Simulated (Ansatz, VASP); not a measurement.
## Cross-check of Na2H14C6S2Cl2O9 (Na2H14C6S2Cl2O9 (C2/c)) between VASP and Ansatz

Wanted: the spread between two codes on one cell, functional and k mesh. The cell is taken from a series of runs on this material, whose earlier steps may have relaxed, scaled, displaced or heated it; both programs get it as it stands.

Method: plane waves, with VASP 6.6.1 beside it; RPBE with D3(BJ), in Ansatz 0.2.0.

### 1. Set-up

The cell holds 140 atoms: 8 Na, 56 H, 24 C, 8 S, 8 Cl and 36 O. Cell: a = 28.344 Å, b = 5.178 Å, c = 10.493 Å, α = 89.8°, β = 101.5°, γ = 89.8°. It derives from Na2H14C6S2Cl2O9 (C2/c), repeated 1×1×1. As first built, before any earlier steps moved the atoms or strained the cell (in the runner's words): Na2H14C6S2Cl2O9, space group C2/c, measured structure (Crystallography Open Database), 1 x 1 x 1 conventional cells; every coordinate displaced by a Gaussian of 0.01 A; bonds to H set to neutron lengths (C-H 1.089, N-H 1.015, O-H 0.983, B-H 1.19 A) where the measured ones are shorter.

### 2. VASP: single point, RPBE with D3(BJ)

With cell and atoms fixed, the geometry can't cause a difference; cores, projectors, grids and the points listed under the comparison can.

Lines of VASP's logs that name or quote its potential files are left out, and so is its time.

Contents of INCAR:

```
SYSTEM = Na2H14C6S2Cl2O9
PREC = Accurate
ENCUT = 600
EDIFF = 1E-06
NELM = 120
ISMEAR = 0
SIGMA = 0.05
LREAL = Auto
ALGO = Normal
GGA = RP
IVDW = 12
NBANDS = 362
LORBIT = 11
LWAVE = .FALSE.
LCHARG = .FALSE.
ISIF = 2
LASPH = .TRUE.
GGA_COMPAT = .FALSE.
EFERMI = MIDGAP
```

Contents of POSCAR:

```
Na2H14C6S2Cl2O9
1.0
   28.3441400000      0.0472700000      0.0777700000
    0.0087400000      5.1777500000      0.0132700000
   -2.1265600000      0.0228200000     10.2752300000
Na H C S Cl O
8 56 24 8 8 36
Direct
    0.0425100000      0.6079300000      0.6357600000
    0.9603700000      0.5936000000      0.8813200000
    0.5401600000      0.0804200000      0.6249800000
    0.4582400000      0.1218900000      0.8693900000
    0.9603700000      0.4061600000      0.3812900000
    0.0428300000      0.3905700000      0.1359200000
    0.4601700000      0.9202200000      0.3712000000
    0.5420800000      0.8799500000      0.1266600000
    0.1531500000      0.1922800000      0.4431500000
    0.8452800000      0.1731200000      0.0594100000
    0.6522200000      0.6734300000      0.4336600000
    0.3443200000      0.6877000000      0.0466300000
    0.8449400000      0.8310000000      0.5584800000
    0.1528900000      0.8053400000      0.9425300000
    0.3480600000      0.3257100000      0.5622500000
    0.6560100000      0.3163300000      0.9495000000
    0.1198300000      0.4760200000      0.4667200000
    0.8756700000      0.4661900000      0.0363200000
    0.6196700000      0.9597300000      0.4582700000
    0.3751200000      0.9800900000      0.0258000000
    0.8754800000      0.5369400000      0.5368500000
    0.1199600000      0.5215900000      0.9672300000
    0.3809100000      0.0399900000      0.5388600000
    0.6255700000      0.0230400000      0.9714000000
    0.1536300000      0.0412700000      0.6660400000
    0.8506800000      0.0204900000      0.8406500000
    0.6530100000      0.5207600000      0.6555100000
    0.3507200000      0.5402100000      0.8265900000
    0.8503400000      0.9830300000      0.3389400000
    0.1532500000      0.9552200000      0.1649500000
[... 104 atom lines left out ...]
    0.3907700000      0.1898800000      0.2899300000
    0.6108400000      0.1490900000      0.2144200000
    0.9966200000      0.3456100000      0.7420000000
    0.5041700000      0.8460500000      0.7679600000
    0.9971700000      0.6533600000      0.2428100000
    0.4961000000      0.1552500000      0.2280700000
```

Contents of KPOINTS:

```
Automatic mesh
0
Gamma
1 2 1
0 0 0
```

The projector-augmented-wave data sets are Na_pv, H, C, S, Cl and O (PBE family, release 64).

Command:

```console
> export OMP_NUM_THREADS=3
> mpirun -np 1 vasp_std
```

Numbers of over 12 decimals in the logs are rounded to 6 here.

Output:

```text
[banner, memory and clock lines left out]
running    1 mpi-ranks, on    1 nodes
[...]
Offloading initialized ...    1 GPUs detected
[...]
|                                                                             |
|               ----> ADVICE to this user running VASP <----                  |
|                                                                             |
|     You enforced a specific xc type in the INCAR file but a different       |
|     [... a line on the potential file left out ...]
|     I HOPE YOU KNOW WHAT YOU ARE DOING!                                     |
|                                                                             |

 LDA part: xc-table for (Slater+PW92), standard interpolation
 POSCAR, INCAR and KPOINTS ok, starting setup
[...]
entering main loop
       N       E                     dE             d eps       ncg     rms          rms(c)
DAV:   1     0.450519049146E+04    0.45052E+04   -0.27545E+05  1464   0.155E+03
DAV:   2    -0.176052061311E+03   -0.46812E+04   -0.44090E+04  1704   0.361E+02
DAV:   3    -0.773528448295E+03   -0.59748E+03   -0.58743E+03  1764   0.150E+02
DAV:   4    -0.800981658674E+03   -0.27453E+02   -0.27160E+02  1832   0.345E+01
[...]
DAV:  18    -0.729939910716E+03    0.16555E-05   -0.24996E-05  1760   0.112E-02    0.367E-02
DAV:  19    -0.729939908541E+03    0.21745E-05   -0.75889E-06  1648   0.624E-03    0.225E-02
DAV:  20    -0.729939908793E+03   -0.25109E-06   -0.96196E-06  1536   0.690E-03
   1 F= -.76627902E+03 E0= -.76627902E+03  d E =0.000000E+00
```

From OUTCAR (step 2):

```text
  FREE ENERGIE OF THE ION-ELECTRON SYSTEM (eV)
  ---------------------------------------------------
  free  energy   TOTEN  =      -766.2790216001 eV

  energy  without entropy=     -766.2790216001  energy(sigma->0) =     -766.27902160
```

The run ends at a pressure of -0.61 GPa, with forces up to 0.33 eV/Å.

### 3. Ansatz: single point, RPBE with D3(BJ)

Ansatz runs on its default PAW (the set named soft_2) files.

The same cell, functional, mesh and smearing now go to Ansatz, which takes its cutoff from its data sets.

Contents of input.yaml:

```yaml
crystal:
  lattice:
    - [28.34414, 0.04727, 0.07777]
    - [0.00874, 5.17775, 0.01327]
    - [-2.12656, 0.02282, 10.27523]
  atoms:
    - { symbol: Na, position: [0.04251, 0.60793, 0.63576] }
    - { symbol: Na, position: [0.96037, 0.5936, 0.88132] }
    - { symbol: Na, position: [0.54016, 0.08042, 0.62498] }
    - { symbol: Na, position: [0.45824, 0.12189, 0.86939] }
    - { symbol: Na, position: [0.96037, 0.40616, 0.38129] }
    - { symbol: Na, position: [0.04283, 0.39057, 0.13592] }
    - { symbol: Na, position: [0.46017, 0.92022, 0.3712] }
    - { symbol: Na, position: [0.54208, 0.87995, 0.12666] }
    - { symbol: H, position: [0.15315, 0.19228, 0.44315] }
    - { symbol: H, position: [0.84528, 0.17312, 0.05941] }
    - { symbol: H, position: [0.65222, 0.67343, 0.43366] }
    - { symbol: H, position: [0.34432, 0.6877, 0.04663] }
    - { symbol: H, position: [0.84494, 0.831, 0.55848] }
    - { symbol: H, position: [0.15289, 0.80534, 0.94253] }
    - { symbol: H, position: [0.34806, 0.32571, 0.56225] }
    - { symbol: H, position: [0.65601, 0.31633, 0.9495] }
    - { symbol: H, position: [0.11983, 0.47602, 0.46672] }
    - { symbol: H, position: [0.87567, 0.46619, 0.03632] }
    - { symbol: H, position: [0.61967, 0.95973, 0.45827] }
    - { symbol: H, position: [0.37512, 0.98009, 0.0258] }
    - { symbol: H, position: [0.87548, 0.53694, 0.53685] }
    - { symbol: H, position: [0.11996, 0.52159, 0.96723] }
    - { symbol: H, position: [0.38091, 0.03999, 0.53886] }
    - { symbol: H, position: [0.62557, 0.02304, 0.9714] }
    - { symbol: H, position: [0.15363, 0.04127, 0.66604] }
    - { symbol: H, position: [0.85068, 0.02049, 0.84065] }
    - { symbol: H, position: [0.65301, 0.52076, 0.65551] }
    - { symbol: H, position: [0.35072, 0.54021, 0.82659] }
    - { symbol: H, position: [0.85034, 0.98303, 0.33894] }
    - { symbol: H, position: [0.15325, 0.95522, 0.16495] }
[... 104 atom lines left out ...]
    - { symbol: O, position: [0.39077, 0.18988, 0.28993] }
    - { symbol: O, position: [0.61084, 0.14909, 0.21442] }
    - { symbol: O, position: [0.99662, 0.34561, 0.742] }
    - { symbol: O, position: [0.50417, 0.84605, 0.76796] }
    - { symbol: O, position: [0.99717, 0.65336, 0.24281] }
    - { symbol: O, position: [0.4961, 0.15525, 0.22807] }
kpoints:
  mp_grid: { grid: [1, 2, 1] }
hamiltonian:
  xc: rpbe
  dispersion: d3bj
scf:
  occupations: { method: gaussian, width: 0.05 }
output:
  forces: true
  stress: true
  populations: true
  dos:
    method: { smearing: { sigma: 0.15 } }
    de: 0.1
    projected: { site_lists: { C: [C], Cl: [Cl], H: [H], Na: [Na], O: [O] } }
  eigenvalues: true
  write_density: true
  write_potential: true
  volumetric_format: npy
```

Command:

```console
> ansatz run input.yaml --threads 8 --pin off --max-ram 15872MiB --backend cpu --events-out ev --progress --plain --runs-dir out
```

Output:

```text
Engine: ansatz 0.2.0, aarch64-unknown-linux-gnu
Pseudopotentials: kind: paw
Pseudopotential: Na, paw, valence charge 9, recommended cutoff 420 eV (normal), Na.paw.azcp
Pseudopotential: H, paw, valence charge 1, recommended cutoff 420 eV (normal), H.paw.azcp
Pseudopotential: C, paw, valence charge 4, recommended cutoff 420 eV (normal), C.paw.azcp
Pseudopotential: S, paw, valence charge 6, recommended cutoff 420 eV (normal), S.paw.azcp
Pseudopotential: Cl, paw, valence charge 7, recommended cutoff 420 eV (normal), Cl.paw.azcp
Pseudopotential: O, paw, valence charge 6, recommended cutoff 420 eV (normal), O.paw.azcp
Functional definition: RPBE
  parameter kappa = 0.804
  parameter beta = 0.066725
  exchange = rpbe_x(kappa = kappa, mu = beta*pi^2/3)
  correlation = pbe_c(beta = beta)
Crystal: 140 atoms, lattice volume = 1508.823 Å³
Basis set: ecut = 420 eV, 29559 PW (Γ), exchange–correlation on 384×72×144 points (8 copies of the dense FFT grid, shifted against one another)
Bands: 412, of which v1, the nominal top of the filled ones, is band 272 counted from 1 (271 counted from 0)
Symmetry: 1 space group operations
Space group: P1 (ITA 1), of the structure as read, at distance tolerance 1.1e-4 Å
k-points: 2
Non-local potential: Na, projectors of the file, l = 0: 3, l = 1: 2, l = 2: 1
Non-local potential: H, projectors of the file, l = 0: 2, l = 1: 1
Non-local potential: C, projectors of the file, l = 0: 2, l = 1: 2, l = 2: 1
Non-local potential: S, projectors of the file, l = 0: 2, l = 1: 2, l = 2: 2
Non-local potential: Cl, projectors of the file, l = 0: 2, l = 1: 2, l = 2: 2
Non-local potential: O, projectors of the file, l = 0: 2, l = 1: 2, l = 2: 1
PAW form: soft (Blöchl's): semilocal exchange-correlation on the pseudo side does not see the compensation charge
PAW frozen core: Na, regenerated for the run's functional, and the local potential with it (the file was generated under x = pbe(κ = 0.804, μ = 0.219515), c = pbe(β = 0.066725))
PAW frozen core: C, regenerated for the run's functional, and the local potential with it (the file was generated under x = pbe(κ = 0.804, μ = 0.219515), c = pbe(β = 0.066725))
PAW frozen core: S, regenerated for the run's functional, and the local potential with it (the file was generated under x = pbe(κ = 0.804, μ = 0.219515), c = pbe(β = 0.066725))
PAW frozen core: Cl, regenerated for the run's functional, and the local potential with it (the file was generated under x = pbe(κ = 0.804, μ = 0.219515), c = pbe(β = 0.066725))
PAW frozen core: O, regenerated for the run's functional, and the local potential with it (the file was generated under x = pbe(κ = 0.804, μ = 0.219515), c = pbe(β = 0.066725))
PAW one-centre angular grid: Na, 110 points (default); XC on 64 Gauss nodes
PAW one-centre angular grid: H, 110 points (default); XC on 64 Gauss nodes
PAW one-centre angular grid: C, 110 points (default); XC on 64 Gauss nodes
PAW one-centre angular grid: S, 110 points (default); XC on 64 Gauss nodes
PAW one-centre angular grid: Cl, 110 points (default); XC on 64 Gauss nodes
PAW one-centre angular grid: O, 110 points (default); XC on 64 Gauss nodes
Initial density: superposition of atomic densities (neutral atoms: chi_scale 0, normalization atom), corrected by the library's trained network
Initial wavefunctions: pseudopotential atomic-orbital guess
Functional: x = rpbe, c = pbe(β = 0.066725)
SCF iter   1: F=—  HF=-55315.876518 eV  |F-HF|=—  |Δ(HF+E_count)|=         —  Δρ=6.24e-3  dr2=7.36e-1  ethr=1.77e-3  ⟨swp⟩=5.0  Hψ=3582  notcnv=0  defer=242
preconditioner: auto → Resta (q_TF=auto, 2.302 Å⁻¹)  ε∞=2.5  [insulator: Δε(μ)=5.229 eV  Ē_g=17.688 eV  σ=0.050 eV  W_gap=1.00  n_scr=296 (ndim 8)  ℏωp=22.0 eV  f_vac=0.157  D(μ)=0.00/eV (n_scr^D=0)  ε∞_Penn≈2.5]
SCF iter   2: F=—  HF=-55315.673744 eV  |F-HF|=—  |Δ(HF+E_count)|=   2.03e-1  Δρ=2.87e-3  dr2=1.01e-1  ethr=1.35e-4  ⟨swp⟩=2.5  Hψ=1255  notcnv=0  defer=272
SCF iter   3: F=—  HF=-55315.688452 eV  |F-HF|=—  |Δ(HF+E_count)|=   1.47e-2  Δρ=1.21e-3  dr2=2.38e-2  ethr=1.85e-5  ⟨swp⟩=2.0  Hψ=985  notcnv=0  defer=272
SCF iter   4: F=—  HF=-55315.691655 eV  |F-HF|=—  |Δ(HF+E_count)|=   3.20e-3  Δρ=4.38e-4  dr2=2.22e-3  ethr=4.38e-6  ⟨swp⟩=2.0  Hψ=983  notcnv=0  defer=272
SCF iter   5: F=—  HF=-55315.692180 eV  |F-HF|=—  |Δ(HF+E_count)|=   5.24e-4  Δρ=1.53e-4  dr2=3.05e-4  ethr=4.08e-7  ⟨swp⟩=2.0  Hψ=1080  notcnv=0  defer=272
SCF iter   6: F=—  HF=-55315.692303 eV  |F-HF|=—  |Δ(HF+E_count)|=   1.24e-4  Δρ=7.06e-5  dr2=5.84e-5  ethr=5.61e-8  ⟨swp⟩=3.0  Hψ=1086  notcnv=0  defer=272
SCF iter   7: F=—  HF=-55315.694421 eV  |F-HF|=—  |Δ(HF+E_count)|=   2.12e-3  Δρ=2.14e-5  dr2=5.37e-6  ethr=1.07e-8  ⟨swp⟩=2.5  Hψ=1222  notcnv=0  defer=272
[...]
k-point 1: bands = [... 268 lower, 0.8764, 0.9134, 0.9342, 0.9370, 6.2296, 6.2369, 6.2575, 6.2662, ... 136 higher]
--- Löwdin populations: 140 sites ---
  site symbol       q [e]
     0     Na      8.2381
     1     Na      8.2388
     2     Na      8.2394
     3     Na      8.2379
     4     Na      8.2390
     5     Na      8.2382
     6     Na      8.2395
     7     Na      8.2377
     8      H      0.7821
     9      H      0.7822
    10      H      0.7857
    11      H      0.7791
    12      H      0.7814
    13      H      0.7829
    14      H      0.7852
    15      H      0.7793
    16      H      0.7730
    17      H      0.7754
    18      H      0.7748
    19      H      0.7739
    20      H      0.7749
    21      H      0.7733
    22      H      0.7749
    23      H      0.7738
[...]
132      O      6.5360
   133      O      6.5370
   134      O      6.5354
   135      O      6.5377
   136      O      6.7237
   137      O      6.7249
   138      O      6.7238
   139      O      6.7245
  spilling = 0.013481 (of n_electrons = 544.000000)
```

### 4. Comparison

Known differences besides the potentials themselves: the data sets hold 544 valence electrons in Ansatz (on its default PAW (the set named soft_2) files) and 528 in VASP; the cutoff is 420 eV in Ansatz and 600 eV in VASP (PREC = Accurate, projectors in real space); Ansatz makes its cores anew for this functional, VASP keeps those of its PBE data sets. Total energies have different zeros and are not compared.

Both answers:

```
              quantity  Ansatz   VASP  difference
        pressure (GPa)   -0.01  -0.61       +0.60
gap on the k mesh (eV)   4.915  4.920      -0.006
```

Forces on 7 of the 140 atoms, those with the largest forces and the largest differences (eV/Å; atoms numbered as in POSCAR):

```
atom         Ansatz x, y, z           VASP x, y, z
O121  -0.004, -0.010, 0.005  0.254, -0.180, -0.088
O122   0.005, -0.010, 0.002  -0.258, -0.186, 0.097
O123  -0.011, -0.007, 0.004  0.255, -0.186, -0.088
O125   0.008, 0.008, -0.003   -0.253, 0.183, 0.090
O126   -0.012, 0.007, 0.007   0.245, 0.176, -0.086
O127   0.011, 0.008, -0.003   -0.257, 0.189, 0.086
O128   -0.010, 0.006, 0.000   0.246, 0.170, -0.097
```

The forces differ by 84 meV/Å r.m.s., where the r.m.s. force is 0.008 eV/Å in Ansatz and 0.082 eV/Å in VASP: the atoms lie near their places of rest in Ansatz, so a percentage would say little (all taken over all components). A gap on the mesh is an upper bound, since the band edges may lie between its points. VASP's last cycles still show a density residual of 2e-03, so its state may not be settled.

### 5. Outcome

```json
{
  "r.m.s. force difference (single point, RPBE with D3(BJ))": "84 meV/Å",
  "difference in pressure (single point, RPBE with D3(BJ))": "0.60 GPa"
}
```

The r.m.s. force difference is 84 meV/Å (single point, RPBE with D3(BJ)), beyond the 12 meV/Å picked in this series as the mark of a large difference. The data sets hold unlike numbers of valence electrons (544 in Ansatz and 528 in VASP), so part of the differences may come from the potentials. What causes the difference of the single point, RPBE with D3(BJ) pair stays open here. How closely two codes agree says nothing of how well the functional describes the real material.

[Lines on the potential files, build, host, timing and source positions are cut from VASP's logs without a mark.]

[Logs are printed without paths, hosts, clocks, repeated set-up lines and the standing remarks that a program may print on its own settings, such as how far it seeks lower states.]

[Hosts, paths, dates, database ids (printed as entryN), source tags and the programs' standing remarks are cut or masked in the printed files.]
